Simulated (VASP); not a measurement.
Level of theory: G0W0 on PBE orbitals, VASP's PBE PAW potentials (set 64) (plane waves; VASP).

VASP input:

### INCAR
```
ALGO = EVGW0
ENCUT = 500
ENCUTGW = 180
GGA = PE
ISMEAR = 0
LASPH = T
LCHARG = F
LREAL = F
LSPECTRALGW = T
LWAVE = F
NBANDS = 120
NBANDSGW = 17
NELMGW = 1
NOMEGA = 64
PREC = Normal
SIGMA = 0.01
SYSTEM = GaP
```

File KPOINTS:
```
Regular mesh
0
gamma
  6 6 6
```

POSCAR:
```
GaP
1
    0.0000000000     2.7250000000     2.7250000000
    2.7250000000     0.0000000000     2.7250000000
    2.7250000000     2.7250000000     0.0000000000
Ga P
1 1
Direct
  0.0000000000   0.0000000000   0.0000000000
  0.2500000000   0.2500000000   0.2500000000
```

POTCAR, in this order: Ga_d_GW P_GW (PBE.64 set). Program: vasp_std. Read from the step before: WAVECAR, WAVEDER.

The resulting files:

File OSZICAR:
```
energies w=
    0.000    0.000    0.440    0.000    0.878    0.000    1.315    0.000
    1.748    0.000    2.178    0.000    2.604    0.000    3.024    0.000
    3.440    0.000    3.850    0.000    4.254    0.000    4.652    0.000
    5.046    0.000    5.433    0.000    5.816    0.000    6.195    0.000
    6.569    0.000    6.940    0.000    7.309    0.000    7.675    0.000
    8.040    0.000    8.404    0.000    8.769    0.000    9.135    0.000
    9.502    0.000    9.873    0.000   10.247    0.000   10.627    0.000
   11.012    0.000   11.405    0.000   11.807    0.000   12.219    0.000
   12.643    0.000   13.081    0.000   13.535    0.000   14.007    0.000
   14.499    0.000   15.014    0.000   15.557    0.000   16.129    0.000
   16.737    0.000   17.385    0.000   18.078    0.000   18.824    0.000
   19.632    0.000   20.511    0.000   21.473    0.000   22.534    0.000
   23.711    0.000   25.028    0.000   26.514    0.000   28.205    0.000
   30.150    0.000   32.413    0.000   35.081    0.000   38.276    0.000
   42.171    0.000   47.024    0.000   53.233    0.000   61.453    0.000
   72.835    0.000   89.608    0.000  116.734    0.000  167.937    0.000
NQ=   1    0.0000    0.0000    0.0000,
 performed        496000 updates of chi_q(r,r)
NQ=   2    0.1667    0.0000    0.0000,
 performed       1270000 updates of chi_q(r,r)
NQ=   3    0.3333    0.0000    0.0000,
 performed       2044000 updates of chi_q(r,r)
NQ=   4    0.5000    0.0000    0.0000,
 performed       2720000 updates of chi_q(r,r)
NQ=   5    0.1667    0.1667    0.0000,
 performed       3494000 updates of chi_q(r,r)
NQ=   6    0.3333    0.1667    0.0000,
 performed       4619000 updates of chi_q(r,r)
NQ=   7    0.5000    0.1667    0.0000,
 performed       5744000 updates of chi_q(r,r)
NQ=   8   -0.3333    0.1667    0.0000,
 performed       6869000 updates of chi_q(r,r)
NQ=   9   -0.1667    0.1667    0.0000,
 performed       7863000 updates of chi_q(r,r)
NQ=  10    0.3333    0.3333    0.0000,
 performed       8637000 updates of chi_q(r,r)
NQ=  11    0.5000    0.3333    0.0000,
 performed       9762000 updates of chi_q(r,r)
NQ=  12   -0.3333    0.3333    0.0000,
 performed      10756000 updates of chi_q(r,r)
NQ=  13    0.5000    0.5000    0.0000,
 performed      11375000 updates of chi_q(r,r)
NQ=  14    0.5000    0.3333    0.1667,
 performed      12622000 updates of chi_q(r,r)
NQ=  15   -0.3333    0.3333    0.1667,
 performed      13804000 updates of chi_q(r,r)
NQ=  16   -0.3333    0.5000    0.1667,
 performed      14802000 updates of chi_q(r,r)
 resolving degeneracies of screened two electron integrals
```

OUTCAR:
```


 k-point   1 :       0.0000    0.0000    0.0000
  band No.  KS-energies  QP-energies   sigma(KS)   V_xc(KS)     V^pw_x(r,r')   Z            occupation Imag(sigma)

      1     -10.1850     -12.4403     -24.9927     -21.6800     -35.0146       0.6808       2.0000       0.1845
      2     -10.1850     -12.4403     -24.9927     -21.6800     -35.0146       0.6808       2.0000       0.1845
      3     -10.1850     -12.4403     -24.9927     -21.6800     -35.0146       0.6808       2.0000       0.1845
      4     -10.0857     -12.3800     -25.1555     -21.8047     -35.1524       0.6847       2.0000       0.1523
      5     -10.0857     -12.3800     -25.1555     -21.8047     -35.1524       0.6847       2.0000       0.1523
      6      -8.1273      -8.5700     -12.0618     -11.3656     -18.6865       0.6358       2.0000       0.9895
      7       4.3671       3.8322     -13.3158     -12.6135     -14.3591       0.7617       2.0000       0.0367
      8       4.3671       3.8322     -13.3158     -12.6135     -14.3591       0.7617       2.0000       0.0367
      9       4.3671       3.8322     -13.3158     -12.6135     -14.3591       0.7617       2.0000       0.0367
     10       6.1923       6.5608     -11.1496     -11.6270      -7.1635       0.7718       0.0000      -0.0497
     11       8.2507       8.4798     -10.1886     -10.4872      -5.9231       0.7672       0.0000      -0.0637
     12       8.2507       8.4798     -10.1886     -10.4872      -5.9231       0.7672       0.0000      -0.0637
     13       8.2507       8.4798     -10.1886     -10.4872      -5.9231       0.7672       0.0000      -0.0637
     14      13.1854      13.1980      -8.2705      -8.2870      -2.8268       0.7629       0.0000      -0.2525
     15      14.0935      14.3632     -10.4737     -10.8337      -5.0151       0.7495       0.0000      -0.2568
     16      14.0935      14.3632     -10.4737     -10.8337      -5.0151       0.7495       0.0000      -0.2568
     17      16.8128      16.6996      -8.4036      -8.2535      -2.4702       0.7549       0.0000      -0.4819

 k-point   2 :       0.1667    0.0000    0.0000
  band No.  KS-energies  QP-energies   sigma(KS)   V_xc(KS)     V^pw_x(r,r')   Z            occupation Imag(sigma)

      1     -10.2082     -12.4361     -24.8246     -21.5495     -34.8199       0.6802       2.0000       0.1970
      2     -10.1774     -12.4359     -25.0101     -21.6952     -35.0345       0.6813       2.0000       0.1841
      3     -10.1774     -12.4359     -25.0101     -21.6952     -35.0345       0.6813       2.0000       0.1841
      4     -10.0858     -12.3772     -25.1542     -21.8041     -35.1526       0.6840       2.0000       0.1524
      5     -10.0858     -12.3772     -25.1542     -21.8041     -35.1526       0.6840       2.0000       0.1524
      6      -7.7713      -8.2418     -12.2848     -11.5543     -18.8070       0.6440       2.0000       0.9563
      7       1.9787       1.4378     -12.6332     -11.9060     -14.3475       0.7438       2.0000       0.0627
      8       3.9960       3.4476     -13.0959     -12.3747     -14.2242       0.7604       2.0000       0.0392
      9       3.9960       3.4476     -13.0959     -12.3747     -14.2242       0.7604       2.0000       0.0392
     10       6.7804       7.0929     -10.7277     -11.1334      -6.7118       0.7700       0.0000      -0.0527
     11       8.7994       9.0378     -10.3539     -10.6675      -5.9184       0.7601       0.0000      -0.0722
     12       8.7994       9.0378     -10.3539     -10.6675      -5.9184       0.7601       0.0000      -0.0722
     13       9.3941       9.6003     -10.7341     -11.0083      -6.1466       0.7521       0.0000      -0.0844
     14      13.2935      13.4597      -9.8993     -10.1205      -4.6149       0.7514       0.0000      -0.2267
     15      13.2935      13.4597      -9.8993     -10.1205      -4.6149       0.7514       0.0000      -0.2267
     16      14.4315      14.4226      -8.4865      -8.4749      -2.8075       0.7592       0.0000      -0.3343
     17      16.1650      16.0503      -8.3482      -8.1966      -2.5540       0.7568       0.0000      -0.4330

 k-point   3 :       0.3333    0.0000    0.0000
  band No.  KS-energies  QP-energies   sigma(KS)   V_xc(KS)     V^pw_x(r,r')   Z            occupation Imag(sigma)

      1     -10.2488     -12.4383     -24.5974     -21.3732     -34.5597       0.6791       2.0000       0.2143
      2     -10.1650     -12.4272     -25.0351     -21.7159     -35.0606       0.6815       2.0000       0.1828
      3     -10.1650     -12.4272     -25.0351     -21.7159     -35.0606       0.6815       2.0000       0.1828
      4     -10.0826     -12.3771     -25.1625     -21.8133     -35.1675       0.6851       2.0000       0.1529
      5     -10.0826     -12.3771     -25.1625     -21.8133     -35.1675       0.6851       2.0000       0.1529
      6      -6.8246      -7.3372     -12.7546     -11.9851     -18.9809       0.6662       2.0000       0.8612
      7      -0.8423      -1.4169     -12.0928     -11.2803     -15.1911       0.7073       2.0000       0.1791
      8       3.4600       2.8831     -12.9091     -12.1467     -14.2332       0.7568       2.0000       0.0444
      9       3.4600       2.8831     -12.9091     -12.1467     -14.2332       0.7568       2.0000       0.0444
     10       6.2654       6.5384     -10.5025     -10.8544      -6.6474       0.7756       0.0000      -0.0495
     11       9.1756       9.3963     -10.1417     -10.4329      -5.5968       0.7579       0.0000      -0.0788
     12       9.1756       9.3963     -10.1417     -10.4329      -5.5968       0.7579       0.0000      -0.0788
     13      11.9665      12.0801     -10.2641     -10.4187      -4.7455       0.7348       0.0000      -0.1976
     14      13.9705      14.1374     -10.1352     -10.3578      -4.5404       0.7496       0.0000      -0.3026
     15      13.9705      14.1374     -10.1352     -10.3578      -4.5404       0.7496       0.0000      -0.3026
     16      14.0683      14.0028      -8.3386      -8.2525      -2.7869       0.7609       0.0000      -0.3001
     17      19.1673      19.2352      -9.7120      -9.8045      -3.1118       0.7341       0.0000      -0.7052

 k-point   4 :       0.5000    0.0000    0.0000
  band No.  KS-energies  QP-energies   sigma(KS)   V_xc(KS)     V^pw_x(r,r')   Z            occupation Imag(sigma)

      1     -10.2668     -12.4412     -24.5156     -21.3093     -34.4665       0.6782       2.0000       0.2213
      2     -10.1606     -12.4246     -25.0413     -21.7201     -35.0648       0.6817       2.0000       0.1818
      3     -10.1606     -12.4246     -25.0413     -21.7201     -35.0648       0.6817       2.0000       0.1818
      4     -10.0788     -12.3753     -25.1734     -21.8243     -35.1840       0.6857       2.0000       0.1535
      5     -10.0788     -12.3753     -25.1734     -21.8243     -35.1840       0.6857       2.0000       0.1535
      6      -6.0618      -6.5887     -13.2379     -12.4603     -19.2508       0.6775       2.0000       0.7764
      7      -2.2684      -2.8410     -11.5631     -10.7440     -15.2811       0.6991       2.0000       0.3040
      8       3.2485       2.6593     -12.8595     -12.0796     -14.2682       0.7554       2.0000       0.0465
      9       3.2485       2.6593     -12.8595     -12.0796     -14.2682       0.7554       2.0000       0.0465
     10       6.0389       6.3020     -10.5108     -10.8498      -6.7238       0.7761       0.0000      -0.0481
     11       9.0796       9.2811      -9.9621     -10.2270      -5.4682       0.7606       0.0000      -0.0767
     12       9.0796       9.2811      -9.9621     -10.2270      -5.4682       0.7606       0.0000      -0.0767
     13      12.6514      12.5191      -8.5513      -8.3740      -3.0571       0.7462       0.0000      -0.2230
     14      15.2567      15.3759      -9.8860     -10.0476      -3.7779       0.7376       0.0000      -0.3974
     15      15.9787      16.2284     -10.5967     -10.9352      -4.3450       0.7379       0.0000      -0.4862
     16      15.9787      16.2284     -10.5967     -10.9352      -4.3450       0.7379       0.0000      -0.4862
     17      17.9522      17.9971     -10.3525     -10.4131      -3.9519       0.7408       0.0000      -0.6585

 k-point   5 :       0.1667    0.1667    0.0000
  band No.  KS-energies  QP-energies   sigma(KS)   V_xc(KS)     V^pw_x(r,r')   Z            occupation Imag(sigma)

      1     -10.2220     -12.4413     -24.7801     -21.5147     -34.7707       0.6796       2.0000       0.1997
      2     -10.1696     -12.4309     -25.0281     -21.7105     -35.0548       0.6816       2.0000       0.1835
      3     -10.1696     -12.4309     -25.0281     -21.7105     -35.0548       0.6816       2.0000       0.1835
      4     -10.0935     -12.3793     -25.1304     -21.7829     -35.1236       0.6828       2.0000       0.1534
      5     -10.0805     -12.3771     -25.1657     -21.8149     -35.1676       0.6854       2.0000       0.1519
      6      -7.6532      -8.1316     -12.3293     -11.5949     -18.8139       0.6514       2.0000       0.9472
      7       2.1106       1.6121     -12.9298     -12.2611     -14.5542       0.7455       2.0000       0.0594
      8       3.3649       2.7906     -12.7337     -11.9748     -14.0387       0.7568       2.0000       0.0447
      9       3.3649       2.7906     -12.7337     -11.9748     -14.0387       0.7568       2.0000       0.0447
     10       7.1422       7.3746     -10.1154     -10.4164      -6.1127       0.7722       0.0000      -0.0552
     11       8.1674       8.3962     -10.8549     -11.1555      -6.5422       0.7611       0.0000      -0.0651
     12       9.7779      10.0296     -10.7239     -11.0599      -6.0082       0.7490       0.0000      -0.0938
     13       9.7779      10.0296     -10.7239     -11.0599      -6.0082       0.7490       0.0000      -0.0938
     14      11.9574      12.0463      -9.5032      -9.6205      -4.5325       0.7587       0.0000      -0.1601
     15      14.5204      14.7944     -10.4547     -10.8207      -4.8532       0.7488       0.0000      -0.2963
     16      15.2453      15.3174      -8.8622      -8.9574      -3.0242       0.7577       0.0000      -0.3918
     17      17.7973      17.6687      -8.6023      -8.4314      -2.5026       0.7527       0.0000      -0.5910

 k-point   6 :       0.3333    0.1667    0.0000
  band No.  KS-energies  QP-energies   sigma(KS)   V_xc(KS)     V^pw_x(r,r')   Z            occupation Imag(sigma)

...
```
(Selected blocks of OUTCAR.)

The mesh is coarse and the basis finite, so the quasiparticle values are not converged.

The compound is GaP in the zinc blende structure. The cell was not relaxed at this level.
